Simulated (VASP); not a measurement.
# YRhS3 (Pm-3m) in VASP: single point with PBE

Aim: the single point of YRhS3 with PBE.

Program: VASP 6.6.1. These are calculated values, not measurements. Logs are shortened: lines on timing, memory, paths and dates and some standing lists are left out, and cuts for length are marked.

### 1 The crystal as given

It takes space group Pm-3m (No. 221, cubic). The conventional cell has a = 4.634 Å, b = 4.634 Å, c = 4.634 Å, α = 90.00°, β = 90.00°, γ = 90.00°. Y (site symmetry m-3m) has 12 S at 3.28 Å as nearest neighbours. Rh (site symmetry m-3m) has 6 S at 2.32 Å as nearest neighbours. S (site symmetry 4/mmm) is surrounded by 2 Rh at 2.32 Å.

The cell was built by a generator and needn't be a form met in nature.

### 2 Single point, PBE, collinear spin, typed start

INCAR

```
SYSTEM = YRhS3
PREC = Accurate
ENCUT = 520
EDIFF = 1E-6
ISMEAR = 0
SIGMA = 0.1
LREAL = .False.
LASPH = .True.
NELM = 150
ALGO = Normal
ISIF = 2
LWAVE = .False.
LCHARG = .True.
ISPIN = 2
MAGMOM = 0 0.52 0 0 0
LORBIT = 11
LMAXMIX = 4
GGA = PE
LELF = .True.
LVHAR = .True.
NBANDS = 34
```

KPOINTS

```
Automatic mesh
0
Gamma
  8 8 8
  0 0 0
```

POSCAR

```
YRhS3
1.0
    4.6337801658      0.0000000000      0.0000000000
    0.0000000000      4.6337801658      0.0000000000
    0.0000000000      0.0000000000      4.6337801658
Y Rh S
1 1 3
Direct
    0.5000000000      0.5000000000      0.5000000000
    0.0000000000      0.0000000000      0.0000000000
    0.5000000000      0.0000000000      0.0000000000
    0.0000000000      0.5000000000      0.0000000000
    0.0000000000      0.0000000000      0.5000000000
```

Potentials or basis: VASP PAW PBE potentials, release 64 (Y_sv, Rh_pv, S).

On the command line:

```console
> cat potpaw_PBE.64/Y_sv/POTCAR potpaw_PBE.64/Rh_pv/POTCAR potpaw_PBE.64/S/POTCAR > POTCAR
> mpirun -np 1 vasp_std > vasp.out
```

OUTCAR:

```text
SYSTEM = YRhS3
   PREC = Accurate
   ENCUT = 520
   EDIFF = 1E-6
   ISMEAR = 0
   LREAL = .False.
   LASPH = .True.
   NELM = 150
   ISIF = 2
   ISPIN = 2
   LORBIT = 11
   GGA = PE

 ion  position               nearest neighbor table
   1  0.500  0.500  0.500-   3 3.28   4 3.28   5 3.28   3 3.28   4 3.28   3 3.28   5 3.28   3 3.28
                             4 3.28   5 3.28   4 3.28   5 3.28
   2  0.000  0.000  0.000-   3 2.32   4 2.32   5 2.32   5 2.32   4 2.32   3 2.32
   3  0.500  0.000  0.000-   2 2.32   2 2.32   1 3.28   1 3.28   1 3.28   1 3.28
   4  0.000  0.500  0.000-   2 2.32   2 2.32   1 3.28   1 3.28   1 3.28   1 3.28
   5  0.000  0.000  0.500-   2 2.32   2 2.32   1 3.28   1 3.28   1 3.28   1 3.28

  LATTYP: Found a simple cubic cell.
 ALAT       =     4.6337801658

  Lattice vectors:

 A1 = (   4.6337801658,   0.0000000000,   0.0000000000)
 A2 = (   0.0000000000,   4.6337801658,   0.0000000000)
 A3 = (   0.0000000000,   0.0000000000,   4.6337801658)

Analysis of symmetry for initial positions (statically):
=====================================================================
 Subroutine PRICEL returns:
 Original cell was already a primitive cell.

 Routine SETGRP: Setting up the symmetry group for a
 simple cubic supercell.

 Subroutine GETGRP returns: Found 48 space group operations
 (whereof 48 operations were pure point group operations)
 out of a pool of 48 trial point group operations.

The static configuration has the point symmetry O_h .

Analysis of symmetry for dynamics (positions and initial velocities):
=====================================================================
 Subroutine PRICEL returns:
 Original cell was already a primitive cell.

 Routine SETGRP: Setting up the symmetry group for a
 simple cubic supercell.

 Subroutine GETGRP returns: Found 48 space group operations
 (whereof 48 operations were pure point group operations)
 out of a pool of 48 trial point group operations.

The dynamic configuration has the point symmetry O_h .

Analysis of structural, dynamic, and magnetic symmetry:
=====================================================================
 Subroutine PRICEL returns:
 Original cell was already a primitive cell.

 Routine SETGRP: Setting up the symmetry group for a
 simple cubic supercell.

 Subroutine GETGRP returns: Found 48 space group operations
 (whereof 48 operations were pure point group operations)
 out of a pool of 48 trial point group operations.

The overall configuration has the point symmetry O_h .

 Subroutine INISYM returns: Found 48 space group operations
 (whereof 48 operations are pure point group operations),
 and found     1 'primitive' translations

----------------------------------------------------------------------------------------

                                     Primitive cell

  volume of cell :      99.4962

  direct lattice vectors                    reciprocal lattice vectors
     4.633780166  0.000000000  0.000000000     0.215806526  0.000000000  0.000000000
     0.000000000  4.633780166  0.000000000     0.000000000  0.215806526  0.000000000
     0.000000000  0.000000000  4.633780166     0.000000000  0.000000000  0.215806526

  length of vectors
     4.633780166  4.633780166  4.633780166     0.215806526  0.215806526  0.215806526

  position of ions in fractional coordinates (direct lattice)
     0.500000000  0.500000000  0.500000000
     0.000000000  0.000000000  0.000000000
     0.500000000  0.000000000  0.000000000
     0.000000000  0.500000000  0.000000000
     0.000000000  0.000000000  0.500000000

  ion indices of the primitive-cell ions
   primitive index   ion index
                 1           1
                 2           2
                 3           3
                 4           4
[... 29 lines left out ...]
            Coordinates               Weight
  0.000000  0.000000  0.000000      1.000000
  0.125000  0.000000  0.000000      6.000000
  0.250000  0.000000  0.000000      6.000000
  0.375000  0.000000  0.000000      6.000000
  0.500000  0.000000  0.000000      3.000000
  0.125000  0.125000  0.000000     12.000000
[... 16 lines left out ...]
  0.375000  0.375000  0.125000     24.000000
  0.500000  0.375000  0.125000     24.000000
 [... further k-points ...]
   k-points           NKPTS =     35   k-points in BZ     NKDIM =     35   number of bands    NBANDS=     34
   number of dos      NEDOS =    301   number of ions     NIONS =      5
   total plane-waves  NPLWV =  46656
   dimension x,y,z NGX =    36 NGY =   36 NGZ =   36
   dimension x,y,z NGXF=    72 NGYF=   72 NGZF=   72
   ions per type =               1   1   3
   NGX,Y,Z   is equivalent  to a cutoff of  12.92, 12.92, 12.92 a.u.
   NGXF,Y,Z  is equivalent  to a cutoff of  25.83, 25.83, 25.83 a.u.
 SYSTEM =  YRhS3
   PREC   = accura    normal or accurate (medium, high low for compatibility)
   ISTART =      0    job   : 0-new  1-cont  2-samecut
   ICHARG =      2    charge: 1-file 2-atom 10-const
   ISPIN  =      2    spin polarized calculation?
   LNONCOLLINEAR =      F non collinear calculations
   LSORBIT =      F    spin-orbit coupling
   LASPH  =      T    aspherical Exc in radial PAW
   ENCUT  =  520.0 eV  38.22 Ry    6.18 a.u.   8.62  8.62  8.62*2*pi/ulx,y,z
   NELM   =    150;   NELMIN=  2; NELMDL= -5     # of ELM steps
   EDIFF  = 0.1E-05   stopping-criterion for ELM
   LREAL  =      F    real-space projection
   EDIFFG = 0.1E-04   stopping-criterion for IOM
   NSW    =      0    number of steps for IOM
   IBRION =     -1    ionic relax: 0-MD 1-quasi-New 2-CG
   NFREE  =      0    steps in history (QN), initial steepest desc. (CG)
   ISIF   =      2    stress and relaxation
   ISYM   =      2    0-nonsym 1-usesym 2-fastsym
   POTIM  = 0.5000    time-step for ionic-motion
   TEBEG  =    0.0;   TEEND  =   0.0 temperature during run
   PSTRESS=    0.0 pullay stress
   NELECT =      44.0000    total number of electrons
   NUPDOWN=      -1.0000    fix difference up-down
   EMIN   =  10.00;   EMAX   =-10.00  energy-range for DOS
   EFERMI =   0.00;   METHOD = LEGACY
   ISMEAR =     0;   SIGMA  =   0.10  broadening in eV -4-tet -1-fermi 0-gaus
   EFERMI_NEDOS =   21; number of points for ismear=-14 and -15
   IALGO  =     38    algorithm
   IMIX   =      4    mixing-type and parameters
     AMIX     =   0.40;   BMIX     =  1.00
     AMIX_MAG =   1.60;   BMIX_MAG =  1.00
  volume/ion in A,a.u.               =      19.90       134.29
  Fermi-wavevector in a.u.,A,eV,Ry     =   1.247260  2.356979 21.166002  1.555657
  Thomas-Fermi vector in A             =   2.381400
   LORBIT       =     11    0 simple, 1 ext, 2 COOP (PROOUT), +10 PAW based schemes
   GGA     = PE    functional components
   LHFCALC =     F    Hartree Fock is set to
   AEXX    =    0.0000 exact exchange contribution
   IVDW    =     0    specifies the selected vdW correction
   LEPSILON=     F    determine dielectric tensor
   LRPA    =     F    only Hartree local field effects (RPA)
 spin polarized calculation
 Gauss-broadening in eV      SIGMA  =   0.10
  energy-cutoff  :      520.00
  volume of cell :       99.50
 maximum number of plane-waves:      2721
 NGX is ok and might be reduce to    36
   NGX = 17   NGY = 17   NGZ = 17

 number of electron      44.0000002 magnetization       0.0155043

 number of electron      44.0000002 magnetization      -0.0009747

 Free energy of the ion-electron system (eV)
  ---------------------------------------------------
  ext. energy  EPLUGINS =         0.00000000
  ---------------------------------------------------
  free energy    TOTEN  =       -29.26889415 eV

  energy without entropy =      -29.24145276  energy(sigma->0) =      -29.25517346

 E-fermi :   5.7579     XC(G=0): -10.4817

 val. band max:        5.7468500547   @ k =   0.3750   0.1250   0.0000
 cond. band min:       5.7648664432   @ k =   0.5000   0.5000   0.2500
 fundamental gap:      0.0180163885
 Fermi energy:         5.7579081687

 spin component 1

 k-point     1 :       0.0000    0.0000    0.0000
  band No.  band energies     occupation
      1     -40.5674      1.00000
      2     -40.5674      1.00000
      3     -40.5674      1.00000
      4     -38.1168      1.00000
      5     -17.9610      1.00000
      6     -17.9610      1.00000
[... 877 lines left out ...]
     33      13.5125      0.00000
     34      13.8297      0.00000

 [... further k-points ...]

 spin component 2

 k-point     1 :       0.0000    0.0000    0.0000
  band No.  band energies     occupation
      1     -40.5678      1.00000
      2     -40.5678      1.00000
      3     -40.5678      1.00000
      4     -38.1167      1.00000
      5     -17.9609      1.00000
      6     -17.9609      1.00000
[... 877 lines left out ...]
     33      13.5124      0.00000
     34      13.8296      0.00000

 [... further k-points ...]

------------------------ aborting loop because EDIFF is reached ----------------------------------------

  FORCE on cell =-STRESS in cart. coord.  units (eV):
  Direction    XX          YY          ZZ          XY          YZ          ZX
  --------------------------------------------------------------------------------------
  -------------------------------------------------------------------------------------
  Total       -0.0735311     -0.0735311     -0.0735311      0.0000000     -0.0000000      0.0000000
  in kB       -1.1840645     -1.1840645     -1.1840645      0.0000000     -0.0000000      0.0000000
  external PRESSURE =      -1.1840645 kB  Pullay stress =       0.0000000 kB

 VOLUME and BASIS-vectors are now :
 -----------------------------------------------------------------------------
  energy-cutoff  :      520.00
  volume of cell :       99.50
      direct lattice vectors                 reciprocal lattice vectors
     4.633780166  0.000000000  0.000000000     0.215806526  0.000000000  0.000000000
     0.000000000  4.633780166  0.000000000     0.000000000  0.215806526  0.000000000
     0.000000000  0.000000000  4.633780166     0.000000000  0.000000000  0.215806526

 POSITION                                       TOTAL-FORCE (eV/Angst)
 -----------------------------------------------------------------------------------
      2.31689      2.31689      2.31689         0.000000      0.000000      0.000000
      0.00000      0.00000      0.00000         0.000000      0.000000      0.000000
      2.31689      0.00000      0.00000         0.000000      0.000000      0.000000
      0.00000      2.31689      0.00000         0.000000      0.000000      0.000000
      0.00000      0.00000      2.31689         0.000000      0.000000      0.000000
 -----------------------------------------------------------------------------------
    total drift:                                0.000000      0.000000     -0.000000

  FREE ENERGIE OF THE ION-ELECTRON SYSTEM (eV)
  ---------------------------------------------------
  free  energy   TOTEN  =       -29.2688941517 eV

  energy  without entropy=      -29.2414527598  energy(sigma->0) =      -29.25517346

 total charge

# of ion       s       p       d       f       tot
--------------------------------------------------
    1        2.111   6.085   0.663   0.027   8.887
    2        0.348   6.307   7.292   0.000  13.948
    3        1.348   2.350   0.000   0.000   3.699
    4        1.348   2.350   0.000   0.000   3.699
    5        1.348   2.350   0.000   0.000   3.699
--------------------------------------------------
tot          6.504  19.443   7.955   0.027  33.930

 magnetization (x)

# of ion       s       p       d       f       tot
--------------------------------------------------
    1        0.000   0.000   0.000  -0.000   0.000
    2       -0.000  -0.000  -0.000   0.000  -0.000
    3       -0.000  -0.000   0.000   0.000  -0.000
    4       -0.000  -0.000   0.000   0.000  -0.000
    5       -0.000  -0.000   0.000   0.000  -0.000
--------------------------------------------------
tot         -0.000  -0.000  -0.000  -0.000  -0.001
```

Run time: 2.3 min. Hardware: 1 thread of AMD EPYC 9R45 (Zen 5), shared host; peak memory 0.34 GiB.

What came out:

- Free energy: -29.2689 eV
- Pressure: -0.1 GPa
- Band gap on the k mesh: none (metal or under the smearing width)
- Net moment: 0.00 μB per cell
- Valence electrons inside the program's atomic spheres: Y 8.89; Rh 13.95; S 3.70

Levels at points of the mesh, in eV from the Fermi level:
Spin up:
```csv
k point,band 20,band 21,band 22,band 23,band 24,band 25
"(0.00, 0.00, 0.00)",-1.14,-1.14,-0.46,-0.46,-0.46,1.37
"(0.50, 0.00, 0.00)",-1.02,-0.99,0.18,0.18,1.40,1.93
"(0.50, 0.50, 0.00)",-0.18,-0.18,-0.14,0.06,2.42,2.64
"(0.50, 0.50, 0.50)",0.18,0.18,0.18,1.69,2.27,2.27
```
Spin down:
```
           k point  band 18  band 19  band 20  band 21  band 22  band 23  band 24  band 25  band 26  band 27
(0.00, 0.00, 0.00)    -1.45    -1.45    -1.15    -1.15    -0.46    -0.46    -0.46     1.37     1.37     1.51
(0.50, 0.00, 0.00)    -2.50    -1.02    -1.02    -0.99     0.18     0.18     1.40     1.93     2.36     3.35
(0.50, 0.50, 0.00)    -2.46    -0.56    -0.18    -0.18    -0.14     0.06     2.42     2.64     3.49     3.96
(0.50, 0.50, 0.50)    -0.17    -0.17     0.18     0.18     0.18     1.69     2.27     2.27     2.27     2.73
```
